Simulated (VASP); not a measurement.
# BaReCl (P4/nmm) in VASP: notebook

Aim: see how the results for BaReCl move with the level of theory and the settings. Levels: PBEsol, PBE+D4. Tasks: single point.

All numbers are computed with VASP 6.6.1; they aren't measurements. Logs are shortened: lines on timing, memory, paths and dates and some standing lists are left out, and cuts for length are marked.

## 1. The crystal as given

It takes space group P4/nmm (No. 129, tetragonal). The conventional cell has a = 4.541 Å, b = 4.541 Å, c = 7.419 Å, α = 90.00°, β = 90.00°, γ = 90.00°. Ba (site symmetry 4mm) is surrounded by 4 Re at 2.77 Å. Around Re (site symmetry -4m2) lie 4 Ba at 2.77 Å. Cl (site symmetry 4mm) has 5 Ba at 3.23 to 3.36 Å and 4 Re at 3.45 Å as nearest neighbours.

The cell was built by a generator and needn't be a form met in nature.

## 2. Single point, PBEsol

The input, INCAR:

```
ALGO = Normal
EDIFF = 1E-7
ENCUT = 520
GGA = PS
ISIF = 2
ISMEAR = -1
LASPH = True
LCHARG = False
LREAL = False
LWAVE = False
NBANDS = 33
NELM = 80
PREC = Accurate
SIGMA = 0.1
```

The input, KPOINTS:

```
k-points
0
Gamma
  4 4 3
```

The input, POSCAR:

```
BaReCl
1.0
    4.5410380000      0.0000000000      0.0000000000
    0.0000000000      4.5410380000      0.0000000000
    0.0000000000      0.0000000000      7.4193640000
Ba Re Cl
2 2 2
Direct
    0.0000000000      0.5000000000      0.2150000000
    0.5000000000      0.0000000000      0.7850000000
    0.0000000000      0.0000000000      0.0000000000
    0.5000000000      0.5000000000      0.0000000000
    0.0000000000      0.5000000000      0.6500000000
    0.5000000000      0.0000000000      0.3500000000
```

Potentials or basis: VASP PAW PBE potentials, release 64 (Ba_sv, Re, Cl).

The run is started by

```bash
$ cat potpaw_PBE.64/Ba_sv/POTCAR potpaw_PBE.64/Re/POTCAR potpaw_PBE.64/Cl/POTCAR > POTCAR
$ mpirun -np 1 vasp_std > vasp.out
```

OUTCAR:

```text
EDIFF = 1E-7
   ENCUT = 520
   GGA = PS
   ISIF = 2
   ISMEAR = -1
   LASPH = True
   LREAL = False
   NELM = 80
   PREC = Accurate

 ion  position               nearest neighbor table
   1  0.000  0.500  0.215-   3 2.77   4 2.77   3 2.77   4 2.77   5 3.23   6 3.36   6 3.36   6 3.36
                             6 3.36   2 4.53   2 4.53   2 4.53   2 4.53
   2  0.500  0.000  0.785-   3 2.77   4 2.77   4 2.77   3 2.77   6 3.23   5 3.36   5 3.36   5 3.36
                             5 3.36   1 4.53   1 4.53   1 4.53   1 4.53
   3  0.000  0.000  0.000-   1 2.77   2 2.77   1 2.77   2 2.77   4 3.21   4 3.21   4 3.21   4 3.21

   4  0.500  0.500  0.000-   1 2.77   2 2.77   2 2.77   1 2.77   3 3.21   3 3.21   3 3.21   3 3.21

   5  0.000  0.500  0.650-   1 3.23   2 3.36   2 3.36   2 3.36   2 3.36
   6  0.500  0.000  0.350-   2 3.23   1 3.36   1 3.36   1 3.36   1 3.36

  LATTYP: Found a simple tetragonal cell.
 ALAT       =     4.5410380000
 C/A-ratio  =     1.6338475917

  Lattice vectors:

 A1 = (   4.5410380000,   0.0000000000,   0.0000000000)
 A2 = (   0.0000000000,   4.5410380000,   0.0000000000)
 A3 = (   0.0000000000,   0.0000000000,   7.4193640000)

Analysis of symmetry for initial positions (statically):
=====================================================================
 Subroutine PRICEL returns:
 Original cell was already a primitive cell.

 Routine SETGRP: Setting up the symmetry group for a
 simple tetragonal supercell.

 Subroutine GETGRP returns: Found 16 space group operations
 (whereof  8 operations were pure point group operations)
 out of a pool of 16 trial point group operations.

The static configuration has the point symmetry D_2d.
 The point group associated with its full space group is D_4h.

Analysis of symmetry for dynamics (positions and initial velocities):
=====================================================================
 Subroutine PRICEL returns:
 Original cell was already a primitive cell.

 Routine SETGRP: Setting up the symmetry group for a
 simple tetragonal supercell.

 Subroutine GETGRP returns: Found 16 space group operations
 (whereof  8 operations were pure point group operations)
 out of a pool of 16 trial point group operations.

The dynamic configuration has the point symmetry D_2d.
 The point group associated with its full space group is D_4h.

 Subroutine INISYM returns: Found 16 space group operations
 (whereof  8 operations are pure point group operations),
[... 91 lines left out ...]
   EDIFF  = 0.1E-06   stopping-criterion for ELM
   LREAL  =      F    real-space projection
   EDIFFG = 0.1E-05   stopping-criterion for IOM
   NSW    =      0    number of steps for IOM
   IBRION =     -1    ionic relax: 0-MD 1-quasi-New 2-CG
   NFREE  =      0    steps in history (QN), initial steepest desc. (CG)
   ISIF   =      2    stress and relaxation
   ISYM   =      2    0-nonsym 1-usesym 2-fastsym
   POTIM  = 0.5000    time-step for ionic-motion
   TEBEG  =    0.0;   TEEND  =   0.0 temperature during run
   PSTRESS=    0.0 pullay stress
   NELECT =      48.0000    total number of electrons
   NUPDOWN=      -1.0000    fix difference up-down
   EMIN   =  10.00;   EMAX   =-10.00  energy-range for DOS
   EFERMI =   0.00;   METHOD = LEGACY
   ISMEAR =    -1;   SIGMA  =   0.10  broadening in eV -4-tet -1-fermi 0-gaus
   EFERMI_NEDOS =   21; number of points for ismear=-14 and -15
   IALGO  =     38    algorithm
   IMIX   =      4    mixing-type and parameters
     AMIX     =   0.40;   BMIX     =  1.00
     AMIX_MAG =   1.60;   BMIX_MAG =  1.00
  volume/ion in A,a.u.               =      25.50       172.08
  Fermi-wavevector in a.u.,A,eV,Ry     =   1.112405  2.102141 16.836459  1.237445
  Thomas-Fermi vector in A             =   2.248979
   LORBIT       =      0    0 simple, 1 ext, 2 COOP (PROOUT), +10 PAW based schemes
   GGA     = PS    functional components
   LHFCALC =     F    Hartree Fock is set to
   AEXX    =    0.0000 exact exchange contribution
   IVDW    =     0    specifies the selected vdW correction
   LEPSILON=     F    determine dielectric tensor
   LRPA    =     F    only Hartree local field effects (RPA)
 non-spin polarized calculation
  energy-cutoff  :      520.00
  volume of cell :      152.99
 maximum number of plane-waves:      4140
 NGX is ok and might be reduce to    36
   NGX = 17   NGY = 17   NGZ = 27

 number of electron      47.9999997 magnetization

 Free energy of the ion-electron system (eV)
  ---------------------------------------------------
  ext. energy  EPLUGINS =         0.00000000
  ---------------------------------------------------
  free energy    TOTEN  =       -28.32047643 eV

  energy without entropy =      -27.98966785  energy(sigma->0) =      -28.15507214

 E-fermi :   3.0852     XC(G=0): -10.0332

 val. band max:        3.0118066967   @ k =   0.5000   0.0000   0.0000
 cond. band min:       3.1289635717   @ k =   0.2500   0.2500   0.0000
 fundamental gap:      0.1171568750
 Fermi energy:         3.0851684900

 k-point     1 :       0.0000    0.0000    0.0000
  band No.  band energies     occupation
      1     -23.7157      2.00000
      2     -23.6498      2.00000
      3     -11.7042      2.00000
      4     -11.4258      2.00000
      5      -9.5143      2.00000
      6      -9.2592      2.00000
[... 421 lines left out ...]
     32       8.0566      0.00000
     33       8.1623      0.00000

------------------------ aborting loop because EDIFF is reached ----------------------------------------

  FORCE on cell =-STRESS in cart. coord.  units (eV):
  Direction    XX          YY          ZZ          XY          YZ          ZX
  --------------------------------------------------------------------------------------
  -------------------------------------------------------------------------------------
  Total       -0.7811553     -0.7811553     12.7962576      0.0000000      0.0000000      0.0000000
  in kB       -8.1803338     -8.1803338    134.0036428      0.0000000      0.0000000      0.0000000
  external PRESSURE =      39.2143251 kB  Pullay stress =       0.0000000 kB

 VOLUME and BASIS-vectors are now :
 -----------------------------------------------------------------------------
  energy-cutoff  :      520.00
  volume of cell :      152.99
      direct lattice vectors                 reciprocal lattice vectors
     4.541038000  0.000000000  0.000000000     0.220213969  0.000000000  0.000000000
     0.000000000  4.541038000  0.000000000     0.000000000  0.220213969  0.000000000
     0.000000000  0.000000000  7.419364000     0.000000000  0.000000000  0.134782442

 POSITION                                       TOTAL-FORCE (eV/Angst)
 -----------------------------------------------------------------------------------
      0.00000      2.27052      1.59516         0.000000      0.000000      3.879828
      2.27052      0.00000      5.82420         0.000000      0.000000     -3.879828
      0.00000      0.00000      0.00000         0.000000     -0.000000      0.000000
      2.27052      2.27052      0.00000        -0.000000      0.000000      0.000000
      0.00000      2.27052      4.82259        -0.000000      0.000000     -0.404136
      2.27052      0.00000      2.59678         0.000000      0.000000      0.404136
 -----------------------------------------------------------------------------------
    total drift:                                0.000000      0.000000      0.000000

  FREE ENERGIE OF THE ION-ELECTRON SYSTEM (eV)
  ---------------------------------------------------
  free  energy   TOTEN  =       -28.3204764306 eV

  energy  without entropy=      -27.9896678482  energy(sigma->0) =      -28.15507214
```

OSZICAR:

```text
N       E                     dE             d eps       ncg     rms          rms(c)
DAV:   1     0.312643637009E+03    0.31264E+03   -0.21815E+04  1480   0.143E+03
DAV:   2    -0.365404526898E+01   -0.31630E+03   -0.29766E+03  1540   0.399E+02
DAV:   3    -0.282618428662E+02   -0.24608E+02   -0.23296E+02  1551   0.126E+02
DAV:   4    -0.292000398043E+02   -0.93820E+00   -0.92387E+00  1512   0.158E+01
DAV:   5    -0.292294788629E+02   -0.29439E-01   -0.29167E-01  1352   0.293E+00    0.275E+01
DAV:   6    -0.285219364678E+02    0.70754E+00   -0.22791E+00  1552   0.208E+01    0.113E+01
DAV:   7    -0.284178216943E+02    0.10411E+00   -0.12902E+00  1552   0.141E+01    0.593E+00
DAV:   8    -0.283166077944E+02    0.10121E+00   -0.27071E-01  1488   0.798E+00    0.113E+00
DAV:   9    -0.283203897228E+02   -0.37819E-02   -0.51009E-02  1336   0.152E+00    0.514E-01
DAV:  10    -0.283196167388E+02    0.77298E-03   -0.66077E-03  1488   0.105E+00    0.207E-01
DAV:  11    -0.283203011607E+02   -0.68442E-03   -0.12144E-03  1120   0.181E-01    0.552E-02
DAV:  12    -0.283204510891E+02   -0.14993E-03   -0.24116E-04  1528   0.131E-01    0.279E-02
DAV:  13    -0.283204751886E+02   -0.24099E-04   -0.74719E-05  1296   0.650E-02    0.925E-03
DAV:  14    -0.283204759518E+02   -0.76325E-06   -0.86367E-06  1352   0.220E-02    0.574E-03
DAV:  15    -0.283204763323E+02   -0.38044E-06   -0.10169E-06  1160   0.597E-03    0.259E-03
DAV:  16    -0.283204764306E+02   -0.98285E-07   -0.34034E-07   904   0.557E-03
   1 F= -.28320476E+02 E0= -.28155072E+02  d E =-.330809E+00
```

Wall time 61 s (1 thread of Intel Xeon Platinum 8488C (Sapphire Rapids), shared host); peak memory 0.28 GiB.

Results:

| Quantity | Value |
| --- | --- |
| Free energy | -28.3205 eV |
| Pressure | 3.9 GPa |
| Largest force | 3.880 eV/Å |
| Band gap on the k mesh | none (metal or under the smearing width) |

Forces on the atoms (eV/Å):
```
Ba   0.000  0.000  3.880
Ba   0.000  0.000 -3.880
Re   0.000  0.000  0.000
Re   0.000  0.000  0.000
Cl   0.000  0.000 -0.404
Cl   0.000  0.000  0.404
```

Levels at points of the mesh, in eV from the Fermi level:
```tsv
k point	band 21	band 22	band 23	band 24	band 25	band 26	band 27	band 28
(0.00, 0.00, 0.00)	-0.83	-0.49	-0.49	0.33	0.53	0.53	2.26	2.37
(0.50, 0.00, 0.00)	-1.03	-1.03	-0.30	-0.30	-0.07	-0.07	0.43	0.43
(0.50, 0.50, 0.00)	-0.42	-0.42	-0.37	-0.37	0.16	0.16	2.46	2.46
```

Caveat: the PAW data sets were made with another functional, which shifts forces and pressure a little.

## 3. Single point, PBEsol

The input, INCAR:

```
SYSTEM = BaReCl
  ALGO = Normal
  EDIFF = 1E-7
  ENCUT = 520
  GGA = PS
  ISIF = 2
  ISMEAR = -1
  LASPH = .TRUE.
  LCHARG = .FALSE.
  LREAL = .FALSE.
  LWAVE = .FALSE.
  NBANDS = 33
  NELM = 60
  PREC = Accurate
  SIGMA = 0.1
```

The input, KPOINTS:

```
k-points
0
G
  4 4 3
  0 0 0
```

POSCAR is that of step 2.

Potentials or basis: VASP PAW PBE potentials, release 64 (Ba_sv, Re, Cl).

The run is started by

```bash
$ cat potpaw_PBE.64/Ba_sv/POTCAR potpaw_PBE.64/Re/POTCAR potpaw_PBE.64/Cl/POTCAR > POTCAR
$ mpirun -np 1 vasp_std > vasp.out
```

It took 60 s on 1 thread of Intel Xeon Platinum 8488C (Sapphire Rapids), shared host; peak memory 0.27 GiB.

It converged, with:

```yaml
Free_energy: -28.3205 eV
Pressure: 3.9 GPa
Largest_force: 3.880 eV/Å
Band_gap_on_the_k_mesh: none (metal or under the smearing width)
```

Forces on the atoms (eV/Å):
```
Ba   0.000  0.000  3.880
Ba   0.000  0.000 -3.880
Re   0.000  0.000  0.000
Re   0.000  0.000  0.000
Cl   0.000  0.000 -0.404
Cl   0.000  0.000  0.404
```

Stress tensor (GPa, compression positive):
```
-0.82  0.00  0.00
 0.00 -0.82  0.00
 0.00  0.00 13.40
```

Levels at points of the mesh, in eV from the Fermi level:
```
           k point  band 22  band 23  band 24  band 25  band 26  band 27
(0.00, 0.00, 0.00)    -0.49    -0.49     0.33     0.53     0.53     2.26
(0.50, 0.00, 0.00)    -1.03    -0.30    -0.30    -0.07    -0.07     0.43
(0.50, 0.50, 0.00)    -0.42    -0.37    -0.37     0.16     0.16     2.46
```

Caveat: the PAW data sets were made with another functional, which shifts forces and pressure a little.

## 4. Single point, PBE+D4

The input, INCAR:

```
SYSTEM = BaReCl
  PREC = Accurate
  ENCUT = 520
  EDIFF = 1E-6
  ISMEAR = -1
  SIGMA = 0.1
  LREAL = .FALSE.
  LASPH = .TRUE.
  NELM = 80
  ALGO = Fast
  ISIF = 2
  LWAVE = .FALSE.
  LCHARG = .FALSE.
  GGA = PE
  IVDW = 13
  NBANDS = 33
```

The input, KPOINTS:

```
regular mesh
0
G
  4 4 3
  0 0 0
```

POSCAR is that of step 3.

Potentials or basis: VASP PAW PBE potentials, release 64 (Ba_sv, Re, Cl).

The run is started by

```bash
$ cat potpaw_PBE.64/Ba_sv/POTCAR potpaw_PBE.64/Re/POTCAR potpaw_PBE.64/Cl/POTCAR > POTCAR
$ mpirun -np 1 vasp_std > vasp.out
```

OUTCAR:

```text
SYSTEM = BaReCl
   PREC = Accurate
   ENCUT = 520
   EDIFF = 1E-6
   ISMEAR = -1
   LREAL = .FALSE.
   LASPH = .TRUE.
   NELM = 80
   ISIF = 2
   GGA = PE
   IVDW = 13

 ion  position               nearest neighbor table
   1  0.000  0.500  0.215-   3 2.77   4 2.77   3 2.77   4 2.77   5 3.23   6 3.36   6 3.36   6 3.36
                             6 3.36   2 4.53   2 4.53   2 4.53   2 4.53
   2  0.500  0.000  0.785-   3 2.77   4 2.77   4 2.77   3 2.77   6 3.23   5 3.36   5 3.36   5 3.36
                             5 3.36   1 4.53   1 4.53   1 4.53   1 4.53
   3  0.000  0.000  0.000-   1 2.77   2 2.77   1 2.77   2 2.77   4 3.21   4 3.21   4 3.21   4 3.21

   4  0.500  0.500  0.000-   1 2.77   2 2.77   2 2.77   1 2.77   3 3.21   3 3.21   3 3.21   3 3.21

   5  0.000  0.500  0.650-   1 3.23   2 3.36   2 3.36   2 3.36   2 3.36
   6  0.500  0.000  0.350-   2 3.23   1 3.36   1 3.36   1 3.36   1 3.36

  LATTYP: Found a simple tetragonal cell.
 ALAT       =     4.5410380000
 C/A-ratio  =     1.6338475917

  Lattice vectors:

[... 178 lines left out ...]

 val. band max:        3.1524242005   @ k =   0.5000   0.0000   0.0000
 cond. band min:       3.2716547191   @ k =   0.2500   0.2500   0.0000
 fundamental gap:      0.1192305186
 Fermi energy:         3.2321782955

 k-point     1 :       0.0000    0.0000    0.0000
  band No.  band energies     occupation
      1     -23.6117      2.00000
      2     -23.5466      2.00000
      3     -11.6149      2.00000
      4     -11.3442      2.00000
      5      -9.4117      2.00000
      6      -9.1605      2.00000
[... 421 lines left out ...]
     32       8.2796      0.00000
     33       8.3332      0.00000

------------------------ aborting loop because EDIFF is reached ----------------------------------------

  DFT-D4 for vdW energy calculation

  Edisp (eV):   -2.37264

  FORCE on cell =-STRESS in cart. coord.  units (eV):
  Direction    XX          YY          ZZ          XY          YZ          ZX
  --------------------------------------------------------------------------------------
  -------------------------------------------------------------------------------------
  Total       0.45202     0.45202    14.06837     0.00000     0.00000     0.00000
  in kB       4.73360     4.73360   147.32531     0.00000     0.00000     0.00000
  external pressure =       52.26 kB  Pullay stress =        0.00 kB

 VOLUME and BASIS-vectors are now :
 -----------------------------------------------------------------------------
  energy-cutoff  :      520.00
  volume of cell :      152.99
      direct lattice vectors                 reciprocal lattice vectors
     4.541038000  0.000000000  0.000000000     0.220213969  0.000000000  0.000000000
     0.000000000  4.541038000  0.000000000     0.000000000  0.220213969  0.000000000
     0.000000000  0.000000000  7.419364000     0.000000000  0.000000000  0.134782442

 POSITION                                       TOTAL-FORCE (eV/Angst)
 -----------------------------------------------------------------------------------
      0.00000      2.27052      1.59516         0.000000      0.000000      4.169144
      2.27052      0.00000      5.82420        -0.000000      0.000000     -4.169144
      0.00000      0.00000      0.00000        -0.000000     -0.000000      0.000000
      2.27052      2.27052      0.00000        -0.000000      0.000000      0.000000
      0.00000      2.27052      4.82259         0.000000      0.000000     -0.516254
      2.27052      0.00000      2.59678        -0.000000      0.000000      0.516254
 -----------------------------------------------------------------------------------
    total drift:                                0.000000      0.000000      0.000000

  FREE ENERGIE OF THE ION-ELECTRON SYSTEM (eV)
  ---------------------------------------------------
  free  energy   TOTEN  =       -27.8902147810 eV

  energy  without entropy=      -27.5592620570  energy(sigma->0) =      -27.72473842
```

stdout:

```text
POSCAR found type information on POSCAR BaReCl
 POSCAR found :  3 types and       6 ions
 scaLAPACK will be used
 LDA part: xc-table for (Slater+PW92), standard interpolation
 POSCAR, INCAR and KPOINTS ok, starting setup
 FFT: planning ... GRIDC
 FFT: planning ... GRID_SOFT
 FFT: planning ... GRID
 WAVECAR not read
 entering main loop
WARNING in EDDRMM: call to ZHEGV failed, returncode =   8  4     23
WARNING in EDDRMM: call to ZHEGV failed, returncode =   8  4     26
WARNING in EDDRMM: call to ZHEGV failed, returncode =   8  4     26
WARNING in EDDRMM: call to ZHEGV failed, returncode =   8  4     30
WARNING in EDDRMM: call to ZHEGV failed, returncode =   8  4     28
WARNING in EDDRMM: call to ZHEGV failed, returncode =   8  4     29
WARNING in EDDRMM: call to ZHEGV failed, returncode =   8  4     31
```

It took 2.1 min on 1 thread of Intel Xeon Platinum 8488C (Sapphire Rapids), shared host; peak memory 0.29 GiB.

What came out:

```
Free energy                : -27.8902 eV
Pressure                   : 5.2 GPa
Largest force              : 4.169 eV/Å
Band gap on the k mesh     : none (metal or under the smearing width)
Dispersion energy per atom : -0.395 eV
```

Forces in eV/Å, atoms in the order of the input:
```
Ba   0.000  0.000  4.169
Ba   0.000  0.000 -4.169
Re   0.000  0.000  0.000
Re   0.000  0.000  0.000
Cl   0.000  0.000 -0.516
Cl   0.000  0.000  0.516
```

Caveat: pairwise dispersion overbinds metals, which lowers pressure and volume; forces of over 1 eV/Å show positions far from the minimum, so gaps and moduli don't describe the material at rest.
